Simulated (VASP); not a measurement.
An input for Quantum ESPRESSO's pw.x (written as the equivalent of a VASP run, and not itself run):

```
&CONTROL
  calculation = 'vc-relax'
  pseudo_dir = './pseudo'
  outdir = './out'
  tprnfor = .true.
  tstress = .true.
  nstep = 40
  forc_conv_thr = 0.00078
/
&SYSTEM
  ibrav = 0
  nat = 2
  ntyp = 2
  ecutwfc = 82.3
  occupations = 'smearing'
  smearing = 'gaussian'
  degauss = 0.003675
  input_dft = 'pbesol'
/
&ELECTRONS
  conv_thr = 7.3e-08
  electron_maxstep = 100
/
&IONS
/
&CELL
/
ATOMIC_SPECIES
  Ba 137.327 Ba.upf
  Te 127.600 Te.upf
CELL_PARAMETERS angstrom
     0.0000000    3.4841401    3.4841401
     3.4841401    0.0000000    3.4841401
     3.4841401    3.4841401    0.0000000
ATOMIC_POSITIONS crystal
  Ba   0.0000000  0.0000000  0.0000000
  Te   0.5000000  0.5000000  0.5000000
K_POINTS automatic
  7 7 7 0 0 0
```

Translate this input to VASP (INCAR, KPOINTS, POSCAR, choice of POTCAR).

This is not unique; one that fits is 
**INCAR**
```
# general
SYSTEM   =  BaTe
PREC     =  Accurate
ENCUT    =  500
LREAL    =  .FALSE.   # projection in real space or not
LASPH    =  .TRUE.

# electronic loop
EDIFF    =  1E-6
NELM     =  100
ALGO     =  Normal
LMAXMIX  =  4

# smearing
ISMEAR   =  0   # Gaussian
SIGMA    =  0.05   # width (eV)

# functional
GGA      =  PS   # PBEsol

# ions
IBRION   =  2
NSW      =  40
ISIF     =  3   # ions, shape and volume
EDIFFG   =  -0.02   # ionic stop

# output
LWAVE    =  .FALSE.
LCHARG   =  .FALSE.
```

**POSCAR**
```
BaTe
1
    0.0000000000     3.4841401177     3.4841401177
    3.4841401177     0.0000000000     3.4841401177
    3.4841401177     3.4841401177     0.0000000000
Ba Te
1 1
Direct
  0.0000000000   0.0000000000   0.0000000000
  0.5000000000   0.5000000000   0.5000000000
```

### KPOINTS
```
Automatic mesh
0
Gamma
7 7 7
0 0 0
```

POTCAR, in this order: Ba_sv Te (PBE.64 set). Program: vasp_std.

What does not carry over: the potentials are each code's own (VASP's PAW set, PseudoDojo norm-conserving files in pw.x), so ENCUT and ecutwfc are chosen apart and not converted; conv_thr bounds pw.x's estimated SCF error, while EDIFF bounds the energy change between steps; forc_conv_thr acts on force components and is met together with etot_conv_thr.

The structure was generated: BaTe was put into the rock salt type (Fm-3m), which need not be its known phase. It was relaxed first, which changed the volume by -24 %.
